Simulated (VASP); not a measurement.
A VASP calculation is set up with these files.

POSCAR:
```
PbSe
1
    0.0000000000     3.0600000000     3.0600000000
    3.0600000000     0.0000000000     3.0600000000
    3.0600000000     3.0600000000     0.0000000000
Pb Se
1 1
Direct
  0.0000000000   0.0000000000   0.0000000000
  0.5000000000   0.5000000000   0.5000000000
```

File KPOINTS:
```
Automatic mesh
0
Gamma
6 6 6
0 0 0
```

**INCAR**
```
SYSTEM = PbSe
PREC = Accurate
ENCUT = 400
EDIFF = 1E-6
NELM = 60
ALGO = Normal
LREAL = .FALSE.
LASPH = .TRUE.
ISMEAR = 0
SIGMA = 0.05
GGA = PE
LMAXMIX = 4
LWAVE = .FALSE.
LCHARG = .FALSE.
ISIF = 2
IMIX = 1
AMIX = 1.9
BMIX = 0.0001
```

POTCAR, in this order: Pb_d Se (PBE.64 set). Program: vasp_std.

**Question.** What happens when VASP runs on this input?

**Answer.** There is a fault: simple mixing (IMIX = 1) with AMIX above 1 overshoots. VASP stops with an error: ERROR FEXCP: supplied Exchange-correletion table is too small, maximal index : 4069 ----> I REFUSE TO CONTINUE WITH THIS SICK JOB ... BYE!!! <----

standard output:
```
 POSCAR found type information on POSCAR PbSe
 POSCAR found :  2 types and       2 ions
 Reading from existing POTCAR
 Reading from existing POTCAR
 LDA part: xc-table for (Slater+PW92), standard interpolation
 POSCAR, INCAR and KPOINTS ok, starting setup
 WAVECAR not read
 entering main loop
       N       E                     dE             d eps       ncg     rms          rms(c)
DAV:   1     0.150767452595E+03    0.15077E+03   -0.83114E+03   448   0.117E+03
DAV:   2     0.336398161274E+01   -0.14740E+03   -0.14465E+03   472   0.321E+02
DAV:   3    -0.819237547526E+01   -0.11556E+02   -0.11460E+02   562   0.990E+01
DAV:   4    -0.845845146536E+01   -0.26608E+00   -0.26601E+00   478   0.181E+01
DAV:   5    -0.846642660361E+01   -0.79751E-02   -0.79750E-02   604   0.305E+00    0.278E+00
DAV:   6    -0.128779413721E+02   -0.44115E+01   -0.31556E+01   650   0.446E+01    0.876E+00
DAV:   7    -0.795980398145E+02   -0.66720E+02   -0.50223E+02   752   0.169E+02    0.316E+01
DAV:   8    -0.560132635961E+03   -0.48053E+03   -0.37208E+03   448   0.827E+02    0.704E+01
DAV:   9    -0.325810153160E+04   -0.26980E+04   -0.27011E+04   832   0.121E+03    0.569E+02
DAV:  10    -0.111895171060E+05   -0.79314E+04   -0.84686E+04   816   0.135E+03    0.103E+03
DAV:  11    -0.196551720902E+05   -0.84657E+04   -0.96182E+04   768   0.167E+03    0.121E+03
DAV:  12    -0.318379816462E+05   -0.12183E+05   -0.15834E+05   888   0.206E+03    0.140E+03
DAV:  13    -0.441416189503E+05   -0.12304E+05   -0.17123E+05   776   0.265E+03    0.157E+03
DAV:  14    -0.587793080960E+05   -0.14638E+05   -0.22944E+05   896   0.287E+03    0.175E+03

 -----------------------------------------------------------------------------
|                                                                             |
|     EEEEEEE  RRRRRR   RRRRRR   OOOOOOO  RRRRRR      ###     ###     ###     |
|     E        R     R  R     R  O     O  R     R     ###     ###     ###     |
|     E        R     R  R     R  O     O  R     R     ###     ###     ###     |
|     EEEEE    RRRRRR   RRRRRR   O     O  RRRRRR       #       #       #      |
|     E        R   R    R   R    O     O  R   R                               |
|     E        R    R   R    R   O     O  R    R      ###     ###     ###     |
|     EEEEEEE  R     R  R     R  OOOOOOO  R     R     ###     ###     ###     |
|                                                                             |
|     ERROR FEXCP: supplied Exchange-correletion table                        |
|      is too small, maximal index : 4069                                     |
|                                                                             |
|       ---->  I REFUSE TO CONTINUE WITH THIS SICK JOB ... BYE!!! <----       |
|                                                                             |
 -----------------------------------------------------------------------------
```

To mend it, remove IMIX, remove AMIX, remove BMIX.

The mended run (PBE GGA, plane waves, VASP's PBE PAW potentials (set 64)) converges, and its OSZICAR ends with
```
   1 F= -.81805950E+01 E0= -.81805949E+01  d E =-.228308E-06
```

The compound is PbSe in the rock salt structure. The cell was not relaxed at this level.
